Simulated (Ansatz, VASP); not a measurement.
**Cross-check of InGe2 between VASP and Ansatz**

Wanted: the spread between two codes on one cell, functional and k mesh. The cell is generated by rule, not measured, and may not be a known phase. The cell is taken from a series of runs on this material, whose earlier steps may have relaxed, scaled, displaced or heated it; both programs get it as it stands.

Method: plane waves, with VASP 6.6.1 beside it; PBE, in Ansatz 0.2.0.

The structure was built from a prototype and need not be the compound's stable phase.

## Step 1: Set-up

The structure is hexagonal, space group P6/mmm (No. 191). The conventional cell has a = 4.481 Å, b = 4.481 Å, c = 4.179 Å, α = 90.00°, β = 90.00°, γ = 120.00°. Nearest to In lie 12 Ge at 3.33 Å. Nearest to Ge lie 3 Ge at 2.59 Å and 6 In at 3.33 Å. Farther neighbours are not listed.

## Step 2: Ansatz: zone-centre phonons, PBE

Ansatz runs on its NC files.

Second derivatives magnify differences that forces hide, and they need a tight electronic threshold.

File input.yaml:

```yaml
crystal:
  lattice:
    - [4.4813099044, 3.7191e-06, 0.0]
    - [-2.240658173, 3.8809263599, 0.0]
    - [0.0, 0.0, 4.1789659809]
  atoms:
    - { symbol: In, position: [0.0, 0.0, 0.0] }
    - { symbol: Ge, position: [0.3333333333, 0.6666666667, 0.5] }
    - { symbol: Ge, position: [0.6666666667, 0.3333333333, 0.5] }
kpoints:
  mp_grid: { grid: [12, 12, 12] }
hamiltonian:
  xc: pbe
  pseudopotentials: { kind: nc }
scf:
  occupations: { method: methfessel_paxton, width: 0.2 }
output:
  eigenvalues: true
phonons:
  method: dfpt
```

On the command line:

```sh
> ansatz run input.yaml --threads 8 --pin off --max-ram 14336MiB --backend cpu --events-out ev --progress --plain --runs-dir out
```

Numbers of over 12 decimals in the logs are rounded to 6 here.

The program printed:

```text
Engine: ansatz 0.2.0, aarch64-unknown-linux-gnu
Pseudopotentials: kind: nc
Pseudopotential: In, nc, valence charge 13, recommended cutoff 952.398519 eV (normal), In.nc.azcp
Pseudopotential: Ge, nc, valence charge 14, recommended cutoff 1061.244064 eV (normal), Ge.nc.azcp
Functional definition: PBE
  parameter kappa = 0.804
  parameter beta = 0.066725
  exchange = pbe_x(kappa = kappa, mu = beta*pi^2/3)
  correlation = pbe_c(beta = beta)
Crystal: 3 atoms, lattice volume = 72.679 Å³
Basis set: ecut = 1061.244064 eV, 5705 PW (Γ), exchange–correlation on 96×96×90 points (8 copies of the dense FFT grid, shifted against one another)
Bands: 25, of which v1, the nominal top of the filled ones, is band 21 counted from 1 (20 counted from 0)
Symmetry: 24 space group operations
k-points: 476 of 1728 (irreducible under 2 space group operations, time reversal used)
Non-local potential: In, projectors of the file, l = 0: 2, l = 1: 2, l = 2: 2, l = 3: 1
Non-local potential: Ge, projectors of the file, l = 0: 2, l = 1: 2, l = 2: 2
Initial density: superposition of atomic densities (chi_scale 0.1, normalization cell, long waves kept (reshape's long-wave potential 0.00 eV rms))
Initial wavefunctions: pseudopotential atomic-orbital guess
Functional: x = pbe(κ = 0.804, μ = 0.219515), c = pbe(β = 0.066725)
SCF iter   1: F=—  HF=-6668.067566 eV  |F-HF|=—  |Δ(HF+E_count)|=         —  Δρ=1.90e-2  dr2=2.16e-1  ethr=3.10e-3  ⟨swp⟩=5.8  Hψ=48714  notcnv=0
preconditioner: auto → Kerker (q_TF=auto, 2.480 Å⁻¹)  [metal: Δε(μ)=0.018 eV  Ē_g=19.428 eV  σ=0.200 eV  W_gap=0.08  n_scr=20 (ndim 8)  ℏωp=27.9 eV  f_vac=0.000  D(μ)=1.29/eV (n_scr^D=8)]
SCF iter   2: F=—  HF=-6668.016712 eV  |F-HF|=—  |Δ(HF+E_count)|=   5.09e-2  S|Δr|=    0.00e0  Δρ=1.12e-2  dr2=8.25e-2  ethr=5.27e-4  ⟨swp⟩=1.0  Hψ=15708  notcnv=0
SCF iter   3: F=—  HF=-6667.993968 eV  |F-HF|=—  |Δ(HF+E_count)|=   2.27e-2  S|Δr|=    0.00e0  Δρ=2.66e-3  dr2=3.14e-3  ethr=2.01e-4  ⟨swp⟩=2.6  Hψ=20505  notcnv=0
SCF iter   4: F=—  HF=-6667.993512 eV  |F-HF|=—  |Δ(HF+E_count)|=   4.57e-4  S|Δr|=    0.00e0  Δρ=1.17e-3  dr2=4.46e-4  ethr=7.67e-6  ⟨swp⟩=2.0  Hψ=21688  notcnv=0
SCF iter   5: F=—  HF=-6667.993365 eV  |F-HF|=—  |Δ(HF+E_count)|=   1.46e-4  S|Δr|=    0.00e0  Δρ=2.14e-4  dr2=2.75e-5  ethr=1.09e-6  ⟨swp⟩=2.1  Hψ=21654  notcnv=0
SCF iter   6: F=—  HF=-6667.993359 eV  |F-HF|=—  |Δ(HF+E_count)|=   6.17e-6  S|Δr|=    0.00e0  Δρ=4.03e-5  dr2=2.02e-6  ethr=6.70e-8  ⟨swp⟩=3.3  Hψ=24768  notcnv=0
SCF iter   7: F=—  HF=-6667.993522 eV  |F-HF|=—  |Δ(HF+E_count)|=   1.63e-4  S|Δr|=    0.00e0  Δρ=1.46e-5  dr2=2.02e-7  ethr=4.92e-9  ⟨swp⟩=3.4  Hψ=23966  notcnv=0
SCF iter   8: F=—  HF=-6667.993522 eV  |F-HF|=—  |Δ(HF+E_count)|=   1.48e-8  S|Δr|=    0.00e0  Δρ=4.09e-6  dr2=1.94e-8  ethr=4.93e-10  ⟨swp⟩=2.2  Hψ=19494  notcnv=0
SCF iter   9: F=—  HF=-6667.993522 eV  |F-HF|=—  |Δ(HF+E_count)|=  5.94e-10  S|Δr|=    0.00e0  Δρ=1.09e-6  dr2=8.17e-10  ethr=4.74e-11  ⟨swp⟩=2.6  Hψ=19539  notcnv=0
SCF iter  10: F=—  HF=-6667.993522 eV  |F-HF|=—  |Δ(HF+E_count)|=  2.26e-10  S|Δr|=    0.00e0  Δρ=2.26e-7  dr2=4.34e-11  ethr=1.99e-12  ⟨swp⟩=3.2  Hψ=26877  notcnv=0
SCF iter  11: F=-6667.993522 eV  HF=-6667.993522 eV  |F-HF|=2.73e-12  |Δ(HF+E_count)|=  2.00e-11  S|Δr|=    0.00e0  Δρ=7.76e-8  dr2=3.22e-12  ethr=1.00e-12  ⟨swp⟩=11.5  Hψ=82459  notcnv=0
SCF 1 converged in 11 iterations: F = -6667.993522 eV  dr2 = 3.22e-12
DFPT response loops at Γ: preconditioner auto → Kerker (q_TF=auto, 2.480 Å⁻¹) (partly filled bands, converged f_vac=0.000); β = 1.00, the filter's whole step (`scf.mixing.beta` (0.50) is not read by the response loops under this deck's `scf.mixing.preconditioner`; to damp them name `kerker` or `kerker_dos`, under which they read `scf.mixing.beta`, and type it under 1.00, their step now; both keys bind the ground state too); Broyden in place of MSR1
SCF converged after 11 iterations
Stability not checked: this state was not tested for a lower state beside it, because cold or Methfessel-Paxton smearing, or corrected tetrahedra, fill the levels in a way that the test cannot read (fill_not_monotonic; see scf.lower_state_search)
Free energy (F): -6667.993522 eV
Harris-Foulkes:  -6667.993522 eV  (|F-HF|=2.73e-12)
Internal energy: -6667.993154 eV  (E = F + TS)
E sigma→0 (E₀):  -6667.993430 eV
Entropy (-TS):   -0.000368 eV (-0.123 meV/atom)
Fermi energy:    9.671791 eV
--- Per-component energies (eV) ---
  E_band       = -295.663776
  E_kinetic    = 4784.537448
  E_local      = -5354.302365  (includes V_loc(G=0)·N_el)
  E_nonlocal   = -2285.760242
  E_hartree    = 1832.236118
  E_xc         = -1731.101312
  E_vxc        = -1104.610859  (∫ρ·V_xc dr)
  E_ewald      = -3913.602801
  E_smearing   = -0.000368  (= −TS)
  E_closure    = 0.000000  (closes the sum)
  Σ components = -6667.993522   (vs F -6667.993522, Δ=0.00e0)
--- Band table (eV; the first three rows and the last of 476) ---
  k-point 0: bands = [... 17 lower, 6.8160, 7.6038, 7.7911, 7.7911, 9.9846, 9.9846, 13.5931, 14.4166]
  k-point 1: bands = [... 17 lower, 6.1673, 7.8068, 7.8068, 8.2798, 10.0518, 10.0518, 13.7801, 14.2142]
  k-point 2: bands = [... 17 lower, 6.2378, 7.8508, 7.8508, 9.1610, 10.2519, 10.2519, 13.7261, 14.2970]
  k-point 475: bands = [... 17 lower, 4.8720, 5.4338, 7.3440, 8.0985, 11.4973, 11.6615, 14.5997, 15.7353]
--- Phonons (Γ-DFPT): 4 representative perturbations + reference, on 476 of 1728 k-points (Σ response iterations 14) ---
  k mesh reduced under 2 symmetry operations, with k and −k counted as one. Each operation leaves every solved perturbation unchanged. A smaller set is not used because it would not reduce the number of displacements times k-points to solve
  ASR residual: 2.030e-4 → 0.000e0 eV/Å²; symmetrization residual: 4.036e-4 eV/Å²
  ASR residual per site (eV/Å²): 2.03e-4 1.37e-4 1.37e-4
  Γ frequencies (cm⁻¹): -49.64 0.00 0.00 0.00 50.18 50.18 93.98 204.36 204.36
  non-analytic LO–TO correction: not included (Born effective charges unavailable; polar crystals: no LO–TO splitting at Γ)
```

The column dr2 measures how far the density is from self-consistency, as an energy; F and HF (Harris–Foulkes) agree once it is small.

## Step 3: VASP: zone-centre phonons, PBE

The same cell, functional, mesh and smearing now go to VASP, with its own data sets.

Lines of VASP's logs that name or quote its potential files are left out, and so is its time.

File INCAR:

```
SYSTEM = InGe2
PREC = Accurate
ENCUT = 500
EDIFF = 1E-08
NELM = 120
ISMEAR = 1
SIGMA = 0.2
LREAL = .FALSE.
ALGO = Normal
GGA = PE
NBANDS = 26
LORBIT = 11
LWAVE = .FALSE.
LCHARG = .FALSE.
ISIF = 2
IBRION = 8
LASPH = .TRUE.
GGA_COMPAT = .FALSE.
KPAR = 2
```

File POSCAR:

```
InGe2
1.0
    4.4813099044      0.0000037191      0.0000000000
   -2.2406581730      3.8809263599      0.0000000000
    0.0000000000      0.0000000000      4.1789659809
In Ge
1 2
Direct
    0.0000000000      0.0000000000      0.0000000000
    0.3333333333      0.6666666667      0.5000000000
    0.6666666667      0.3333333333      0.5000000000
```

File KPOINTS:

```
Automatic mesh
0
Gamma
12 12 12
0 0 0
```

PAW data sets: In_d and Ge_d (PBE family, release 64).

On the command line:

```sh
> mpirun -np 2 vasp_std
```

The program printed:

```text
[banner, memory and clock lines left out]
running    2 mpi-ranks, on    1 nodes
 distrk:  each k-point on    1 cores,    2 groups
 distr:  one band on    1 cores,    1 groups

 POSCAR found type information on POSCAR InGe
 POSCAR found :  2 types and       3 ions
 LDA part: xc-table for (Slater+PW92), standard interpolation
 POSCAR, INCAR and KPOINTS ok, starting setup
 FFT: planning ... GRIDC
 FFT: planning ... GRID_SOFT
 FFT: planning ... GRID
 WAVECAR not read
 entering main loop
       N       E                     dE             d eps       ncg     rms          rms(c)
DAV:   1     0.326207102459E+03    0.32621E+03   -0.20301E+04  7426   0.356E+03
DAV:   2     0.381909912921E+02   -0.28802E+03   -0.28402E+03  6940   0.647E+02
DAV:   3    -0.889921424811E+01   -0.47090E+02   -0.46664E+02  8014   0.193E+02
DAV:   4    -0.108933381071E+02   -0.19941E+01   -0.19846E+01  8012   0.452E+01
DAV:   5    -0.109559247191E+02   -0.62587E-01   -0.62574E-01 10392   0.762E+00    0.276E+00
DAV:   6    -0.108371424478E+02    0.11878E+00   -0.23246E-01  8354   0.436E+00    0.155E+00
DAV:   7    -0.108129844698E+02    0.24158E-01   -0.10590E-01  8578   0.246E+00    0.365E-01
DAV:   8    -0.108122974213E+02    0.68705E-03   -0.12189E-02  7590   0.110E+00    0.136E-01
DAV:   9    -0.108122794552E+02    0.17966E-04   -0.57442E-04  8714   0.237E-01    0.898E-02
DAV:  10    -0.108122808953E+02   -0.14401E-05   -0.76106E-05  8822   0.882E-02    0.195E-02
DAV:  11    -0.108122815072E+02   -0.61185E-06   -0.98090E-06  9124   0.412E-02    0.294E-03
DAV:  12    -0.108122813377E+02    0.16944E-06   -0.19033E-06  9308   0.104E-02    0.186E-03
DAV:  13    -0.108122814383E+02   -0.10059E-06   -0.19581E-07  7574   0.452E-03    0.771E-04
DAV:  14    -0.108122814340E+02    0.43574E-08   -0.91450E-09  4512   0.132E-03
   1 F= -.10812281E+02 E0= -.10812157E+02  d E =-.372927E-03
 Linear response reoptimize wavefunctions to high precision
DAV:   1    -0.108122814212E+02    0.12783E-07   -0.27818E-09  5030   0.531E-04
DAV:   2    -0.108122814213E+02   -0.96406E-10   -0.45172E-10  3906   0.222E-04
 Linear response DOF=           4
 Linear response progress:
  Degree of freedom:   1/  4
       N       E                     dE             d eps       ncg     rms          rms(c)
RMM:   1    -0.235705459266E+00   -0.23571E+00   -0.17918E-01 20106   0.270E+00
RMM:   2    -0.237797148793E+00   -0.20917E-02   -0.21426E-02 26695   0.723E-01    0.375E-02
RMM:   3    -0.237699015511E+00    0.98133E-04   -0.91305E-04 29785   0.169E-01    0.172E-02
RMM:   4    -0.237515950702E+00    0.18306E-03   -0.10730E-04 31717   0.599E-02    0.116E-02
RMM:   5    -0.237418252325E+00    0.97698E-04   -0.14230E-05 31498   0.207E-02    0.305E-03
RMM:   6    -0.237407095840E+00    0.11156E-04   -0.32389E-06 32011   0.904E-03    0.111E-03
RMM:   7    -0.237409340113E+00   -0.22443E-05   -0.90391E-07 31848   0.420E-03    0.310E-04
RMM:   8    -0.237408409232E+00    0.93088E-06   -0.25404E-07 32253   0.198E-03    0.135E-04
RMM:   9    -0.237407956764E+00    0.45247E-06   -0.42271E-09 32753   0.929E-04    0.892E-05
RMM:  10    -0.237407414972E+00    0.54179E-06    0.44183E-08 32395   0.511E-04    0.464E-05
RMM:  11    -0.237407812819E+00   -0.39785E-06    0.17206E-07 32174   0.302E-04    0.551E-05
RMM:  12    -0.237407748151E+00    0.64668E-07    0.19772E-07 32524   0.189E-04    0.371E-05
RMM:  13    -0.237407701141E+00    0.47010E-07    0.14228E-07 33146   0.130E-04    0.175E-05
RMM:  14    -0.237407628408E+00    0.72733E-07    0.10400E-07 28924   0.996E-05    0.854E-06
RMM:  15    -0.237407612174E+00    0.16234E-07    0.58800E-08 28227   0.806E-05    0.554E-06
RMM:  16    -0.237407578672E+00    0.33502E-07    0.35874E-08 28064   0.711E-05    0.234E-06
RMM:  17    -0.237407582655E+00   -0.39838E-08    0.18801E-08 24160   0.650E-05    0.108E-06
 first order change of Fermi-energy  -0.32073E-04
 force on displaced ion       1 direction 1 :  -0.588  -0.000   0.000
 Linear response progress:
  Degree of freedom:   2/  4
       N       E                     dE             d eps       ncg     rms          rms(c)
RMM:   1    -0.235564151059E+00   -0.23556E+00   -0.16721E-01  8984   0.274E+00
RMM:   2    -0.237605356003E+00   -0.20412E-02   -0.23959E-02 12592   0.741E-01    0.439E-02
RMM:   3    -0.237531523989E+00    0.73832E-04   -0.10577E-03 13012   0.177E-01    0.183E-02
RMM:   4    -0.237372780638E+00    0.15874E-03   -0.12614E-04 13733   0.622E-02    0.120E-02
RMM:   5    -0.237286739976E+00    0.86041E-04   -0.16410E-05 13690   0.225E-02    0.366E-03
RMM:   6    -0.237274579002E+00    0.12161E-04   -0.35590E-06 13827   0.960E-03    0.116E-03
RMM:   7    -0.237278670741E+00   -0.40917E-05   -0.83277E-07 13895   0.397E-03    0.360E-04
RMM:   8    -0.237278844791E+00   -0.17405E-06   -0.24850E-07 13854   0.188E-03    0.161E-04
RMM:   9    -0.237278442483E+00    0.40231E-06    0.30474E-08 14055   0.959E-04    0.396E-05
RMM:  10    -0.237278338921E+00    0.10356E-06    0.14621E-07 14000   0.511E-04    0.225E-05
RMM:  11    -0.237278067283E+00    0.27164E-06    0.25191E-07 13999   0.301E-04    0.259E-05
RMM:  12    -0.237278218976E+00   -0.15169E-06    0.32510E-07 13148   0.197E-04    0.275E-05
RMM:  13    -0.237278154576E+00    0.64400E-07    0.26166E-07 14260   0.135E-04    0.918E-06
RMM:  14    -0.237278126729E+00    0.27848E-07    0.17297E-07 11972   0.103E-04    0.386E-06
RMM:  15    -0.237278122219E+00    0.45096E-08    0.11663E-07 11018   0.846E-05    0.518E-06
RMM:  16    -0.237278113672E+00    0.85465E-08    0.82208E-08 10888   0.749E-05    0.504E-06
 first order change of Fermi-energy   0.22607E-03
 force on displaced ion       1 direction 3 :   0.000  -0.000  -2.104
 Linear response progress:
  Degree of freedom:   3/  4
       N       E                     dE             d eps       ncg     rms          rms(c)
RMM:   1    -0.190233714483E+00   -0.19023E+00    0.60957E+00 32171   0.358E+01
RMM:   2    -0.197215081776E+00   -0.69814E-02   -0.14267E-02 51084   0.960E-01    0.534E-02
RMM:   3    -0.197352505028E+00   -0.13742E-03   -0.12408E-03 52384   0.308E-01    0.311E-02
RMM:   4    -0.197327609664E+00    0.24895E-04   -0.17199E-04 55548   0.117E-01    0.418E-03
RMM:   5    -0.197334335702E+00   -0.67260E-05   -0.53185E-05 53802   0.491E-02    0.291E-03
RMM:   6    -0.197350227528E+00   -0.15892E-04   -0.12029E-05 56606   0.206E-02    0.158E-03
RMM:   7    -0.197360047879E+00   -0.98204E-05   -0.22699E-06 56162   0.852E-03    0.746E-04
RMM:   8    -0.197364412267E+00   -0.43644E-05   -0.42613E-06 57846   0.384E-03    0.272E-04
RMM:   9    -0.197367329357E+00   -0.29171E-05   -0.32271E-06 59043   0.182E-03    0.811E-05
RMM:  10    -0.197366687268E+00    0.64209E-06   -0.16739E-06 56941   0.986E-04    0.956E-05
RMM:  11    -0.197367175592E+00   -0.48832E-06   -0.11092E-06 61342   0.519E-04    0.700E-05
RMM:  12    -0.197368180829E+00   -0.10052E-05   -0.64408E-07 57386   0.305E-04    0.860E-06
RMM:  13    -0.197368083730E+00    0.97099E-07   -0.30439E-07 59467   0.191E-04    0.964E-06
RMM:  14    -0.197368190869E+00   -0.10714E-06   -0.13370E-07 60228   0.129E-04    0.338E-06
RMM:  15    -0.197368242763E+00   -0.51895E-07   -0.83320E-08 62137   0.961E-05    0.969E-07
RMM:  16    -0.197368243433E+00   -0.67017E-09   -0.57452E-08 55782   0.777E-05    0.185E-06
 first order change of Fermi-energy  -0.57730E-04
 force on displaced ion       2 direction 1 :  -5.754  -0.005   0.000
 Linear response progress:
  Degree of freedom:   4/  4
       N       E                     dE             d eps       ncg     rms          rms(c)
RMM:   1    -0.188162460618E+00   -0.18816E+00    0.75085E+00 12060   0.397E+01
RMM:   2    -0.195596928932E+00   -0.74345E-02   -0.15419E-02 19866   0.898E-01    0.267E-02
RMM:   3    -0.195758034693E+00   -0.16111E-03   -0.10689E-03 19499   0.270E-01    0.151E-02
RMM:   4    -0.195815078064E+00   -0.57043E-04   -0.12269E-04 20745   0.990E-02    0.657E-03
RMM:   5    -0.195834568180E+00   -0.19490E-04   -0.24855E-05 20038   0.377E-02    0.321E-03
RMM:   6    -0.195853087547E+00   -0.18519E-04   -0.43196E-06 21128   0.155E-02    0.930E-04
RMM:   7    -0.195854280505E+00   -0.11930E-05   -0.11329E-06 20598   0.610E-03    0.694E-04
RMM:   8    -0.195859330623E+00   -0.50501E-05   -0.26128E-07 21060   0.259E-03    0.911E-05
RMM:   9    -0.195860148929E+00   -0.81831E-06   -0.10921E-07 21519   0.119E-03    0.441E-05
RMM:  10    -0.195860638279E+00   -0.48935E-06   -0.88941E-08 22338   0.573E-04    0.183E-05
RMM:  11    -0.195860703028E+00   -0.64749E-07   -0.10271E-07 22046   0.288E-04    0.273E-05
RMM:  12    -0.195860680527E+00    0.22501E-07   -0.86077E-08 22307   0.164E-04    0.366E-05
RMM:  13    -0.195860778529E+00   -0.98002E-07   -0.38506E-08 21960   0.107E-04    0.320E-05
RMM:  14    -0.195860912295E+00   -0.13377E-06   -0.27260E-08 21194   0.800E-05    0.212E-05
RMM:  15    -0.195860928557E+00   -0.16262E-07   -0.10543E-08 20514   0.650E-05    0.198E-05
RMM:  16    -0.195860993278E+00   -0.64721E-07   -0.12741E-08 20539   0.585E-05    0.129E-05
RMM:  17    -0.195861009941E+00   -0.16663E-07   -0.30512E-09 18997   0.542E-05    0.109E-05
RMM:  18    -0.195861047943E+00   -0.38003E-07   -0.34750E-09 20084   0.532E-05    0.678E-06
RMM:  19    -0.195861087714E+00   -0.39771E-07   -0.14572E-08 20003   0.525E-05    0.232E-06
RMM:  20    -0.195861099677E+00   -0.11963E-07   -0.39904E-09 18045   0.511E-05    0.910E-07
RMM:  21    -0.195861103146E+00   -0.34691E-08   -0.17592E-08 16897   0.506E-05    0.472E-07
 first order change of Fermi-energy   0.81330E-04
 force on displaced ion       2 direction 3 :   0.000  -0.000  -0.305
 Linear response finished
```

[end of part 1 of 2]

[Lines on the potential files, build, host, timing and source positions are cut from VASP's logs without a mark.]

[Logs are printed without paths, hosts, clocks, repeated set-up lines and the standing remarks that a program may print on its own settings, such as how far it seeks lower states.]

[Hosts, paths, dates, database ids (printed as entryN), source tags and the programs' standing remarks are cut or masked in the printed files.]
